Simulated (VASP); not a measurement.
A run of VASP 6.6.1 is set up as follows.

The input INCAR:

```
SYSTEM = Mo
  ALGO = Fast
  EDIFF = 1E-7
  EDIFFG = -0.01
  ENCUT = 600
  GGA = PS
  IBRION = 2
  ISIF = 2
  ISMEAR = 1
  LASPH = .True.
  LCHARG = .False.
  LREAL = .False.
  LWAVE = .False.
  NELM = 80
  NSW = 40
  PREC = Accurate
  SIGMA = 0.1
```

The input KPOINTS:

```
k-points
0
Gamma
  16 16 16
  0 0 0
```

Contents of POSCAR:

```
Mo                                      
1.0
   -1.5441734384      1.5441734384      1.5441734384
    1.5441734384     -1.5441734384      1.5441734384
    1.5441734384      1.5441734384     -1.5441734384
  Mo            
     1
Direct
     0.0000000000000000    0.0000000000000000    0.0000000000000000
```

Potentials or basis: VASP PAW PBE potentials, release 64 (Mo_sv).

The run is started by

```console
$ cat potpaw_PBE.64/Mo_sv/POTCAR > POTCAR
$ mpirun -np 1 vasp_std > vasp.out
```

(1) What does it give for the band gap on the k mesh?

Answers

(1) none (metal or under the smearing width).

Caveat: the relaxation stopped at its first step, so nothing moved.
